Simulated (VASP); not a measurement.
Set up this calculation in VASP 6.6.1, as the native input.

```yaml
Task: single point
Functional: PBEsol
Potentials_or_basis: VASP PAW PBE potentials, release 64 (O, H, Na_pv, Br)
Cutoff: 520 eV
k_mesh: 1 × 1 × 1
Occupations: fermi-dirac, width 0.02 eV
Spin: no spin polarisation
Dipole_correction: no
Further_INCAR_settings: LREAL = Auto; ALGO = Normal; EDIFF = 1e-07; NBANDS = 58
```

The structure of NaH16BrO8 lies in POSCAR:

```
NaH16BrO8
1.0
    6.5731380000      0.0000000000      0.0000000000
    0.0000000000      6.5731380000      0.0000000000
    0.0000000000      0.0000000000      6.5731380000
O H Na Br
8 16 1 1
Direct
    0.8033149464      0.6732248737      0.2006651922
    0.7111367508      0.4588067374      0.5673393743
    0.0822286098      0.3070070946      0.6914962077
    0.6638229716      1.0472471444      0.6239181347
    0.1706338738      0.7921026456      0.9231968049
    1.0017894041      0.8808426052      0.5344631438
    0.4800599044      1.0882017082      0.2571222451
    0.7586330912      0.0964683839      1.0358979227
    0.9398098747      0.6911919391      0.2730811372
    0.6880579717      0.6439085867      0.2816006601
    0.6133295847      0.5516238971      0.6239942019
    0.6303534172      0.3399289654      0.5468316655
    0.1855278255      0.2806726407      0.5983899927
   -0.0478006091      0.3563746874      0.6283452439
    0.5701994998      0.9873062151      0.5316030182
    0.7991921058      0.9784519966      0.5943432193
    0.2542773330      0.7423699305      1.0306949284
    0.0456098746      0.6950561513      0.9392317642
    1.0847330453      0.7863367542      0.4524779489
    1.0919898532      0.8700714940      0.6510893275
    0.6032735050      1.1634321385      0.2065527911
    0.4945278800      0.9661443286      0.1639247495
    0.6782453069      0.0862601698      0.8988096705
    0.8096133080     -0.0593476054      1.0743270566
    0.1600605373      0.2248393385      0.0442558790
    0.2873817650      0.5145487589      0.3572418531
```

The cell was built by a generator and needn't be a form met in nature.

The input as run:

INCAR

```
SYSTEM = NaH16BrO8
ALGO = Normal
EDIFF = 1E-7
ENCUT = 520
GGA = PS
ISIF = 2
ISMEAR = -1
LASPH = .True.
LCHARG = .False.
LREAL = Auto
LWAVE = .False.
NBANDS = 58
NELM = 80
PREC = Accurate
SIGMA = 0.02
```

KPOINTS

```
k-points
0
Gamma
  1 1 1
  0 0 0
```

Potentials or basis: VASP PAW PBE potentials, release 64 (O, H, Na_pv, Br).

Command:

```bash
$ cat potpaw_PBE.64/O/POTCAR potpaw_PBE.64/H/POTCAR potpaw_PBE.64/Na_pv/POTCAR potpaw_PBE.64/Br/POTCAR > POTCAR
$ mpirun -np 1 vasp_gam > vasp.out
```

It gave:

- Pressure: 0.5 GPa
- Largest force: 4.052 eV/Å
- Band gap on the k mesh: 3.49 eV, direct

Caveat: the PAW data sets were made with another functional, which shifts forces and pressure a little.

Wall time 71 s on 1 thread of AMD EPYC 7R43 64-Core Processor (Zen 3), on a shared host, peak memory 0.3 GiB.
